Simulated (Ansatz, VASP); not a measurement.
**Ti2CO2 (Ti2CO2 MXene bilayer, AB): VASP beside Ansatz**

One calculation is typed for both programs; each brings its own data sets. How far apart do they land? Of the first pair: The structure shown is the start of the Ansatz relaxation below; VASP solves that cell, so the two are compared at the walk's first step.

Calculated with Ansatz 0.2.0; plane waves, with VASP 6.6.1 beside it; single point at PBE with D4.

## (1) Set-up

The cell holds 10 atoms: 4 O, 4 Ti and 2 C. Cell: a = 3.100 Å, b = 3.100 Å, c = 55.386 Å, α = 90.0°, β = 90.0°, γ = 120.0°. Vacuum lies along c.

## (2) Ansatz: relaxation, PBE with D4

Ansatz runs on its default PAW (the set named soft_2) files.

The two programs are compared at the cell with which this relaxation starts, whose forces are those of its first step.

input.yaml

```yaml
crystal:
  lattice:
    - [3.10024, 0.0, 0.0]
    - [-1.55012, 2.6848865978, 0.0]
    - [0.0, 0.0, 55.3861204531]
  atoms:
    - { symbol: O, position: [0.3333333333, 0.6666666667, 0.3899894021] }
    - { symbol: Ti, position: [0.6666666667, 0.3333333333, 0.4098185217], spin: 1.0 }
    - { symbol: C, position: [0.0, 0.0, 0.431904779] }
    - { symbol: Ti, position: [0.3333333333, 0.6666666667, 0.4539910363], spin: 1.0 }
    - { symbol: O, position: [0.6666666667, 0.3333333333, 0.4738201559] }
    - { symbol: O, position: [0.6666666667, 0.3333333333, 0.5261798441] }
    - { symbol: Ti, position: [0.0, 0.0, 0.5460089637], spin: 1.0 }
    - { symbol: C, position: [0.3333333333, 0.6666666667, 0.568095221] }
    - { symbol: Ti, position: [0.6666666667, 0.3333333333, 0.5901814783], spin: 1.0 }
    - { symbol: O, position: [0.0, 0.0, 0.6100105979] }
  periodic: [true, true, false]
magnetization:
  spin_polarized: true
kpoints:
  mp_grid: { grid: [12, 12, 1] }
hamiltonian:
  xc: pbe
  dispersion: d4
scf:
  occupations: { method: fermi_dirac, width: 0.05 }
  convergence: { dr2_threshold: 1.0e-09 }
relax:
  f_tol: 0.004
  max_steps: 90
  cell: {}
output:
  write_potential: true
  write_density: true
  volumetric_format: npy
```

The run is started by

```sh
$ ansatz run input.yaml --threads 8 --pin off --max-ram 12288MiB --backend cpu --events-out ev --progress --plain --runs-dir out
```

Numbers of over 12 decimals in the logs are rounded to 6 here.

Log:

```text
Warning: relax.cell: scf.convergence.dr2_threshold = 1e-9 eV is looser than the 2.03159561578e-10 eV advised for a relaxation that steers and ends on the stress (1e-10 eV for each atom of the cell: 10, times the square of relax.cell.stress_2d_tol = 0.05 N/m over 22.2 Å (the atoms' height at the walk's start and 5 Å past either face), 2.254e-2 GPa, over a crystal's default 0.05). What an SCF threshold leaves in a stress goes as its square root, and in the free energy as the threshold itself, and one threshold admits the most on a small cell: [figures from the program's tests cut] Set scf.convergence.dr2_threshold to 2.03159561578e-10 eV or tighter. [rest of the remark cut]
Engine: ansatz 0.2.0, aarch64-unknown-linux-gnu
Pseudopotentials: kind: paw
Pseudopotential: O, paw, valence charge 6, recommended cutoff 420 eV (normal), O.paw.azcp
Pseudopotential: Ti, paw, valence charge 12, recommended cutoff 420 eV (normal), Ti.paw.azcp
Pseudopotential: C, paw, valence charge 4, recommended cutoff 420 eV (normal), C.paw.azcp
Functional definition: PBE
  parameter kappa = 0.804
  parameter beta = 0.066725
  exchange = pbe_x(kappa = kappa, mu = beta*pi^2/3)
  correlation = pbe_c(beta = beta)
Crystal: 10 atoms, lattice volume = 461.023 Å³
Basis set: ecut = 420 eV, 8945 PW (Γ), exchange–correlation on 48×48×750 points (8 copies of the dense FFT grid, shifted against one another)
Bands: 52, of which v1, the nominal top of the filled ones, is band 40 counted from 1 (39 counted from 0)
Symmetry: 12 space group operations
Space group: P-3m1 (ITA 164), of the structure as read, at distance tolerance 7.7e-5 Å
Magnetic group: BNS 164.85 (UNI 1315), of the structure as read, at distance tolerance 7.7e-5 Å
k-points: 19 of 144
Non-local potential: O, projectors of the file, l = 0: 2, l = 1: 2, l = 2: 1
Non-local potential: Ti, projectors of the file, l = 0: 3, l = 1: 2, l = 2: 3, l = 3: 1
Non-local potential: C, projectors of the file, l = 0: 2, l = 1: 2, l = 2: 1
PAW form: soft (Blöchl's): semilocal exchange-correlation on the pseudo side does not see the compensation charge
PAW one-centre angular grid: O, 110 points (default); XC on 64 Gauss nodes
PAW one-centre angular grid: Ti, 590 points (default); XC on 64 Gauss nodes
PAW one-centre angular grid: C, 110 points (default); XC on 64 Gauss nodes
Initial density: superposition of atomic densities (neutral atoms: chi_scale 0, normalization atom)
Starting moments: Σ|m| = 4 μB on 4 of 10 sites
Initial wavefunctions: pseudopotential atomic-orbital guess
Functional: x = pbe(κ = 0.804, μ = 0.219515), c = pbe(β = 0.066725)
SCF iter   1: F=—  HF=-12791.568055 eV  |F-HF|=—  |Δ(HF+E_count)|=         —  Δρ=5.99e-2 (↑5.99e-2 ↓4.41e-2)  dr2=5.53e1  dr2_m=1.63e0  M=0.000 μB ∫|m|=0.970 μB  β_m=0.30  ethr=3.10e-3  ⟨swp⟩=10.3  Hψ=10871  notcnv=0
Mixer restart at iter 1: flushing history
preconditioner: auto → Resta (q_TF=auto, 2.038 Å⁻¹)  ε∞=2.5  [insulator: Δε(μ)=1.379 eV  Ē_g=9.832 eV  σ=0.050 eV  W_gap=1.00  n_scr=34 (ndim 8)  ℏωp=12.0 eV  f_vac=0.723  D(μ)=0.00/eV (n_scr^D=0)  ε∞_Penn≈2.5  vacuum switching on, ρ_ref=7.0e-3 e/Å³]
spin=Collinear: Resta preconditioning applied to the charge; magnetization (m = ρ↑ − ρ↓) channel mixes plain (no charge-response kernel on spin).
SCF iter   2: F=—  HF=-12780.080196 eV  |F-HF|=—  |Δ(HF+E_count)|=    1.15e1  Δρ=1.94e-2 (↑1.94e-2 ↓1.59e-2)  dr2=3.10e0  dr2_m=6.98e-1  M=0.001 μB ∫|m|=1.220 μB  β_m=0.33  ethr=3.10e-3  ⟨swp⟩=5.5  Hψ=6061  notcnv=0  defer=252
SCF iter   3: F=—  HF=-12779.947102 eV  |F-HF|=—  |Δ(HF+E_count)|=   1.33e-1  Δρ=1.18e-2 (↑1.12e-2 ↓1.18e-2)  dr2=6.41e-1  dr2_m=3.18e-1  M=0.004 μB ∫|m|=0.982 μB  β_m=0.43  ethr=3.10e-3  ⟨swp⟩=2.8  Hψ=3300  notcnv=0  defer=218
SCF iter   4: F=—  HF=-12780.556629 eV  |F-HF|=—  |Δ(HF+E_count)|=   6.10e-1  Δρ=7.69e-3 (↑6.31e-3 ↓7.69e-3)  dr2=4.07e-1  dr2_m=1.07e-1  M=0.001 μB ∫|m|=0.786 μB  β_m=0.59  ethr=8.02e-4  ⟨swp⟩=3.6  Hψ=3699  notcnv=0  defer=204
SCF iter   5: F=—  HF=-12780.952935 eV  |F-HF|=—  |Δ(HF+E_count)|=   3.96e-1  Δρ=2.35e-3 (↑2.35e-3 ↓1.33e-3)  dr2=2.74e-2  dr2_m=9.96e-3  M=-0.001 μB ∫|m|=0.330 μB  β_m=0.80  ethr=5.08e-4  ⟨swp⟩=3.5  Hψ=4260  notcnv=0  defer=204
SCF iter   6: F=—  HF=-12780.991149 eV  |F-HF|=—  |Δ(HF+E_count)|=         —  Δρ=2.34e-3 (↑2.34e-3 ↓2.33e-3)  dr2=4.10e-1  dr2_m=3.80e-3  M=-0.001 μB ∫|m|=0.153 μB  β_m=0.80  ethr=3.42e-5  ⟨swp⟩=4.5  Hψ=5218  notcnv=0  defer=178
[...]
basis re-selected at this cell: Δ(F+E_penalty+E_count) = +3.157e-4 eV, ΔP = -0.006 N/m vs the last step (what re-selecting the basis moved, of the pressure what is left beyond the Pulay correction that the steps carried, after the strain that the cell walked since its last selection, with what the two solves' SCF thresholds leave and, on support functions, any second-order correction that the steps lacked; it is no m [...]
WARN: The output density's exchange-correlation potential varies sharply where the density is thin. Do not read a vacuum level from v_tot or v_xc, or from such a field of the output density. On a cell that repeats whose density bears no net charge and no dipole along the vacuum's axis use v_es (v_loc + v_h of the components); under efield.dipole_correction with no amplitude use v_es + v_field, which holds any externa [...]
SCF converged after 7 iterations
Magnetization: -0.0000 μB (40.0000 up, 40.0000 down)
Absolute magnetization: 0.0000 μB (∫|ρ↑−ρ↓|, with the PAW one-centre terms)
Spin contamination: 0.0000 ħ² per cell (⟨S²⟩ above its minimum at these occupations)
Per-site moments (μB) at R_I (Å): [(-2.7056875331240974e-8, 0.809496), (3.533209274655406e-8, 0.809496), (-6.68207883663711e-8, 0.896468), (3.4221968883131225e-8, 0.809159), (-2.4142429524799267e-8, 0.809159), (-2.414242950946975e-8, 0.809159), (3.422196890749149e-8, 0.809159), (-6.682078836164997e-8, 0.896468), (3.533209293751167e-8, 0.809496), (-2.7056875348831238e-8, 0.809496)]
Free energy (F): -12782.700327 eV
Harris-Foulkes:  -12782.700327 eV  (|F-HF|=5.80e-10)
Internal energy: -12782.698624 eV  (E = F + TS)
E sigma→0 (E₀):  -12782.699476 eV
Entropy (-TS):   -0.001703 eV (-0.170 meV/atom)
Fermi energy:    -5.663018 eV
--- Per-component energies (eV) ---
  E_band       = -2070.654712
  E_kinetic    = 1972.298321
  E_local      = -679870.752152  (includes V_loc(G=0)·N_el)
  E_nonlocal   = 261.241105
  E_hartree    = 338692.537649
  E_xc         = -787.631484
  E_vxc        = -992.217145  (∫ρ·V_xc dr)
  E_paw        = -5012.417865  (= ΣΔE_a)
  E_vpaw       = -826.310282  (= ΣTr[D̂ρ^β])
  E_aug_tail   = 0.010471  (compensation charges beyond the density's cutoff)
  E_ewald      = 331963.909961
  E_disp       = -1.894631  (pairwise vdW)
  E_smearing   = -0.001703  (= −TS)
  E_closure    = -0.000000  (closes the sum)
  Σ components = -12782.700327   (vs F -12782.700327, Δ=0.00e0)
--- Forces (eV/Å), atoms counted from 1 ---
  atom   1  O     -0.00000000     0.00000000     0.00004877
  atom   2  Ti     0.00000000     0.00000000     0.00173282
  atom   3  C      0.00000000    -0.00000000    -0.00024480
  atom   4  Ti     0.00000000    -0.00000000    -0.00187294
  atom   5  O      0.00000000    -0.00000000     0.00079806
  atom   6  O      0.00000000     0.00000000    -0.00079806
  atom   7  Ti     0.00000000     0.00000000     0.00187294
  atom   8  C     -0.00000000     0.00000000     0.00024480
  atom   9  Ti    -0.00000000    -0.00000000    -0.00173282
  atom  10  O      0.00000000    -0.00000000    -0.00004877
  max |Σ_I F_I| component: 3.70e-17 eV/Å
--- 2D stress c σ (N/m, compression-positive) ---
       -0.048458       0.000000      -0.000000
        0.000000      -0.048458      -0.000000
       -0.000000      -0.000000      -0.000000
  P = ½ c Tr σ = -0.0485 N/m
--- Band table (eV; the first three rows and the last of 38) ---
  k-point 0 ↑: bands = [... 36 lower, -5.7997, -5.7997, -5.7896, -5.7896, -5.1401, -5.1401, -5.1395, -5.1395, ... 8 higher]
  k-point 1 ↑: bands = [... 36 lower, -6.5466, -6.5429, -6.2716, -6.2642, -4.9485, -4.9394, -4.6815, -4.6768, ... 8 higher]
  k-point 2 ↑: bands = [... 36 lower, -6.8472, -6.8417, -6.8358, -6.7340, -5.1090, -5.0760, -4.4383, -4.4337, ... 8 higher]
  k-point 18 ↓: bands = [... 36 lower, -8.7741, -8.6505, -8.6505, -8.5075, -4.6229, -4.6229, -4.1990, -4.1990, ... 8 higher]
  the weakly bound empty levels are not read free of the cell's end (no_gap_told)
--- Relaxed structure (7 steps of the walk, 7 accepted, 2 SCFs on fresh bases) ---
  F+E_penalty+E_count = -12782.70032720 eV   max|allowed force component| = 1.873e-3 eV/Å   (the final SCF, on the basis selected at the relaxed cell)
  cell:  # Å, volume = 435.7945 Å³
    - [3.014221, 0.0, 0]
    - [-1.507110, 2.610392, 0]
    - [0, 0, 55.3861204531]
  atoms:
    - { symbol: O, position: [0.333333, 0.666667, 0.392782] }
    - { symbol: Ti, position: [0.666667, 0.333333, 0.409157] }
    - { symbol: C, position: [6.9279082312433646e-18, 1.1102230246493897e-17, 0.432666] }
    - { symbol: Ti, position: [0.333333, 0.666667, 0.456169] }
    - { symbol: O, position: [0.666667, 0.333333, 0.472512] }
    - { symbol: O, position: [0.666667, 0.333333, 0.527488] }
    - { symbol: Ti, position: [3.0410642116176792e-18, 1.1102230246493919e-17, 0.543831] }
    - { symbol: C, position: [0.333333, 0.666667, 0.567334] }
    - { symbol: Ti, position: [0.666667, 0.333333, 0.590843] }
    - { symbol: O, position: [2.228065079906693e-18, 1.1102230246493896e-17, 0.607218] }
```

(Continued in part 2 of 3.)

[Lines on the potential files, build, host, timing and source positions are cut from VASP's logs without a mark.]

[Logs are printed without paths, hosts, clocks, repeated set-up lines and the standing remarks that a program may print on its own settings, such as how far it seeks lower states.]

[Hosts, paths, dates, database ids (printed as entryN), source tags and the programs' standing remarks are cut or masked in the printed files.]
